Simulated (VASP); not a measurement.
Computed with vdW-DF2, VASP's PBE PAW potentials (set 64) (plane waves; VASP).

A VASP calculation is set up with these files.

**KPOINTS**
```
Regular mesh
0
gamma
 11 11 6
```

POSCAR:
```
Tl
1.0
  1.7300000000  -2.9964480000   0.0000000000
  1.7300000000   2.9964480000   0.0000000000
  0.0000000000   0.0000000000   5.5200000000
Tl
2
Cartesian
  1.7300000000   0.9988179976   1.3800000000
  1.7300000000  -0.9988179976   4.1400000000
```

INCAR:
```
SYSTEM=Tl
PREC=Accurate; ENCUT=520; LREAL=.False.
LASPH=.True.
EDIFF=1E-6; NELM=100; ALGO=Normal
LMAXMIX=4
ISMEAR=1; SIGMA=0.1
GGA=ML; LUSE_VDW=.True.; AGGAC=0.0
ZAB_VDW=-1.8867
IBRION=2; NSW=60; ISIF=3
EDIFFG=-0.01
LWAVE=.False.; LCHARG=.False.
```

POTCAR, in this order: Tl_d (PBE.64 set). Program: vasp_std.

Output

**OSZICAR**
```
       N       E                     dE             d eps       ncg     rms          rms(c)
DAV:   1     0.134980542087E+03    0.13498E+03   -0.14465E+04  2192   0.144E+03
DAV:   2     0.418241930264E+01   -0.13080E+03   -0.12921E+03  2316   0.297E+02
DAV:   3     0.200286477351E+01   -0.21796E+01   -0.21414E+01  2631   0.339E+01
DAV:   4     0.198993137210E+01   -0.12933E-01   -0.12926E-01  2438   0.268E+00
DAV:   5     0.198978014682E+01   -0.15123E-03   -0.15123E-03  2523   0.293E-01    0.280E+00
DAV:   6     0.205326766843E+01    0.63488E-01   -0.13632E-01  2277   0.312E+00    0.192E+00
DAV:   7     0.206267510861E+01    0.94074E-02   -0.43438E-02  2310   0.177E+00    0.835E-01
DAV:   8     0.206312578405E+01    0.45068E-03   -0.26635E-03  2323   0.472E-01    0.524E-02
DAV:   9     0.206311076680E+01   -0.15017E-04   -0.43846E-05  2541   0.551E-02    0.173E-02
DAV:  10     0.206307988379E+01   -0.30883E-04   -0.80016E-05  2220   0.630E-02    0.219E-03
DAV:  11     0.206307913856E+01   -0.74523E-06   -0.87535E-07  1929   0.731E-03
   1 F= 0.20630791E+01 E0= 0.20635051E+01  d E =0.206308E+01
       N       E                     dE             d eps       ncg     rms          rms(c)
DAV:   1    -0.107507645608E+02   -0.12814E+02   -0.26168E+02  2176   0.154E+02    0.252E+01
DAV:   2    -0.253025216399E+00    0.10498E+02   -0.17920E+01  2176   0.337E+01    0.734E+00
DAV:   3     0.156716609267E+01    0.18202E+01   -0.46545E+00  2176   0.173E+01    0.700E+00
DAV:   4     0.172880060402E+01    0.16163E+00   -0.19152E-01  2205   0.356E+00    0.172E+00
DAV:   5     0.174879487964E+01    0.19994E-01   -0.75362E-02  2238   0.218E+00    0.249E-01
DAV:   6     0.174858157187E+01   -0.21331E-03   -0.12070E-03  2218   0.271E-01    0.652E-02
DAV:   7     0.174852930732E+01   -0.52265E-04   -0.28973E-04  2211   0.166E-01    0.257E-02
DAV:   8     0.174852639056E+01   -0.29168E-05   -0.53759E-06  2460   0.181E-02    0.110E-02
DAV:   9     0.174852247220E+01   -0.39184E-05   -0.15039E-05  2158   0.309E-02    0.221E-03
DAV:  10     0.174852227594E+01   -0.19627E-06   -0.39219E-07  1121   0.606E-03
   2 F= 0.17485223E+01 E0= 0.17487021E+01  d E =-.314557E+00
       N       E                     dE             d eps       ncg     rms          rms(c)
DAV:   1     0.145440148725E+01   -0.29412E+00   -0.56650E+00  2176   0.207E+01    0.325E+00
DAV:   2     0.170993020460E+01    0.25553E+00   -0.56974E-01  2176   0.595E+00    0.977E-01
DAV:   3     0.174399110753E+01    0.34061E-01   -0.11583E-01  2178   0.276E+00    0.756E-01
DAV:   4     0.174575047035E+01    0.17594E-02   -0.31798E-03  2181   0.364E-01    0.616E-02
DAV:   5     0.174589750924E+01    0.14704E-03   -0.10733E-03  2240   0.262E-01    0.227E-02
DAV:   6     0.174589960015E+01    0.20909E-05   -0.24459E-05  2214   0.409E-02    0.724E-03
DAV:   7     0.174589904947E+01   -0.55068E-06   -0.19493E-06  1740   0.125E-02
   3 F= 0.17458990E+01 E0= 0.17460520E+01  d E =-.317180E+00
       N       E                     dE             d eps       ncg     rms          rms(c)
DAV:   1     0.173335786867E+01   -0.12542E-01   -0.23602E-01  2176   0.416E+00    0.643E-01
DAV:   2     0.174435449455E+01    0.10997E-01   -0.26094E-02  2176   0.128E+00    0.194E-01
DAV:   3     0.174568902241E+01    0.13345E-02   -0.48652E-03  2180   0.568E-01    0.142E-01
DAV:   4     0.174571146277E+01    0.22440E-04   -0.16980E-04  2182   0.780E-02    0.171E-02
DAV:   5     0.174572081625E+01    0.93535E-05   -0.44287E-05  2204   0.532E-02    0.842E-03
DAV:   6     0.174572080520E+01   -0.11054E-07   -0.11711E-06  1186   0.103E-02
   4 F= 0.17457208E+01 E0= 0.17458744E+01  d E =-.317358E+00
       N       E                     dE             d eps       ncg     rms          rms(c)
DAV:   1     0.172928104519E+01   -0.16440E-01   -0.62274E-01  2188   0.609E+00    0.521E-01
DAV:   2     0.173850676108E+01    0.92257E-02   -0.71424E-03  2249   0.856E-01    0.313E-01
DAV:   3     0.174317925248E+01    0.46725E-02   -0.87071E-03  2257   0.872E-01    0.608E-02
DAV:   4     0.174315829471E+01   -0.20958E-04   -0.56183E-04  2217   0.203E-01    0.189E-02
DAV:   5     0.174316234097E+01    0.40463E-05   -0.22648E-05  2294   0.468E-02    0.887E-03
DAV:   6     0.174316330587E+01    0.96489E-06   -0.33776E-06  1838   0.175E-02
   5 F= 0.17431633E+01 E0= 0.17434424E+01  d E =-.255750E-02
       N       E                     dE             d eps       ncg     rms          rms(c)
DAV:   1     0.166696363118E+01   -0.76199E-01   -0.33333E+00  2206   0.141E+01    0.120E+00
DAV:   2     0.171526985347E+01    0.48306E-01   -0.36361E-02  2239   0.185E+00    0.722E-01
DAV:   3     0.173972213385E+01    0.24452E-01   -0.45105E-02  2232   0.193E+00    0.138E-01
DAV:   4     0.173961228035E+01   -0.10985E-03   -0.28148E-03  2207   0.456E-01    0.439E-02
DAV:   5     0.173963792625E+01    0.25646E-04   -0.11705E-04  2299   0.110E-01    0.194E-02
DAV:   6     0.173964224786E+01    0.43216E-05   -0.17088E-05  2239   0.387E-02    0.149E-03
DAV:   7     0.173964217723E+01   -0.70630E-07   -0.40537E-07  1162   0.534E-03
   6 F= 0.17396422E+01 E0= 0.17399344E+01  d E =-.607863E-02
       N       E                     dE             d eps       ncg     rms          rms(c)
DAV:   1     0.146343983531E+01   -0.27620E+00   -0.13402E+01  2205   0.283E+01    0.239E+00
DAV:   2     0.164798787379E+01    0.18455E+00   -0.13208E-01  2220   0.337E+00    0.145E+00
DAV:   3     0.174395771267E+01    0.95970E-01   -0.17425E-01  2226   0.344E+00    0.259E-01
DAV:   4     0.174361921949E+01   -0.33849E-03   -0.10154E-02  2203   0.846E-01    0.850E-02
DAV:   5     0.174371948687E+01    0.10027E-03   -0.36508E-04  2334   0.201E-01    0.390E-02
DAV:   6     0.174372268535E+01    0.31985E-05   -0.50721E-05  2217   0.615E-02    0.340E-03
DAV:   7     0.174372241703E+01   -0.26833E-06   -0.12251E-06  1451   0.928E-03
   7 F= 0.17437224E+01 E0= 0.17437416E+01  d E =-.199839E-02
       N       E                     dE             d eps       ncg     rms          rms(c)
DAV:   1     0.156518301061E+01   -0.17854E+00   -0.80062E+00  2204   0.218E+01    0.185E+00
DAV:   2     0.168060196341E+01    0.11542E+00   -0.83817E-02  2241   0.264E+00    0.112E+00
DAV:   3     0.173938929317E+01    0.58787E-01   -0.10766E-01  2248   0.268E+00    0.140E-01
DAV:   4     0.173908968301E+01   -0.29961E-03   -0.53550E-03  2189   0.595E-01    0.689E-02
DAV:   5     0.173907879383E+01   -0.10889E-04   -0.13047E-04  2481   0.118E-01    0.157E-02
DAV:   6     0.173908994865E+01    0.11155E-04   -0.20605E-05  2210   0.482E-02    0.260E-03
DAV:   7     0.173908965340E+01   -0.29525E-06   -0.11227E-06  1221   0.842E-03
   8 F= 0.17390897E+01 E0= 0.17392126E+01  d E =-.663115E-02
       N       E                     dE             d eps       ncg     rms          rms(c)
DAV:   1     0.173833930801E+01   -0.75064E-03   -0.33520E-02  2203   0.141E+00    0.121E-01
DAV:   2     0.173882343473E+01    0.48413E-03   -0.35114E-04  2249   0.199E-01    0.728E-02
DAV:   3     0.173907044529E+01    0.24701E-03   -0.45243E-04  2248   0.207E-01    0.120E-02
DAV:   4     0.173906985851E+01   -0.58677E-06   -0.28592E-05  2188   0.470E-02    0.423E-03
DAV:   5     0.173907010092E+01    0.24240E-06   -0.72875E-07  1241   0.912E-03
   9 F= 0.17390701E+01 E0= 0.17391595E+01  d E =-.665070E-02
       N       E                     dE             d eps       ncg     rms          rms(c)
DAV:   1     0.173895789185E+01   -0.11197E-03   -0.52720E-03  2203   0.560E-01    0.479E-02
DAV:   2     0.173903543704E+01    0.77545E-04   -0.55635E-05  2241   0.786E-02    0.289E-02
DAV:   3     0.173907366722E+01    0.38230E-04   -0.71074E-05  2240   0.816E-02    0.471E-03
DAV:   4     0.173907311546E+01   -0.55176E-06   -0.44321E-06  2139   0.185E-02
  10 F= 0.17390731E+01 E0= 0.17391754E+01  d E =-.664769E-02
```

**OUTCAR**
```
------------------------ aborting loop because EDIFF is reached ----------------------------------------
  FORCE on cell =-STRESS in cart. coord.  units (eV):
  Direction    XX          YY          ZZ          XY          YZ          ZX
  --------------------------------------------------------------------------------------
  Total        0.0157441      0.0157441      0.0149801      0.0000000     -0.0000000     -0.0000000
  in kB        0.3464697      0.3464697      0.3296581      0.0000000     -0.0000000     -0.0000000
  external PRESSURE =       0.3408658 kB  Pullay stress =       0.0000000 kB
  volume of cell :       72.81
      direct lattice vectors                 reciprocal lattice vectors
     1.902157788 -3.294634068  0.000000000     0.262859371 -0.151761922  0.000000000
     1.902157788  3.294634068  0.000000000     0.262859371  0.151761922  0.000000000
     0.000000000  0.000000000  5.808693803    -0.000000000 -0.000000000  0.172155743
 POSITION                                       TOTAL-FORCE (eV/Angst)
 -----------------------------------------------------------------------------------
      1.90216      1.09821      1.45217        -0.000000     -0.000000      0.000000
      1.90216     -1.09821      4.35652         0.000000      0.000000     -0.000000
 -----------------------------------------------------------------------------------
    total drift:                               -0.000034      0.000517      0.000012
  FREE ENERGIE OF THE ION-ELECTRON SYSTEM (eV)
  ---------------------------------------------------
  free  energy   TOTEN  =         1.7390731155 eV

  energy  without entropy=        1.7393800285  energy(sigma->0) =        1.73917542

 reached required accuracy - stopping structural energy minimisation
```
(Selected blocks of OUTCAR.)

File CONTCAR:
```
Tl
   1.00000000000000
     1.9021577883290792   -3.2946340678530546    0.0000000000000000
     1.9021577883290792    3.2946340678530546    0.0000000000000000
     0.0000000000000000    0.0000000000000000    5.8086938030331794
  Tl
     2
Direct
     0.3333330000000032    0.6666669999999968    0.2500000000000000
     0.6666669999999968    0.3333330000000032    0.7500000000000000
```

Energy and stress use the plane-wave basis of the starting cell.

The compound is Tl in the hcp structure. This run relaxes it. Symmetry was kept, so distortions that lower it aren't found.
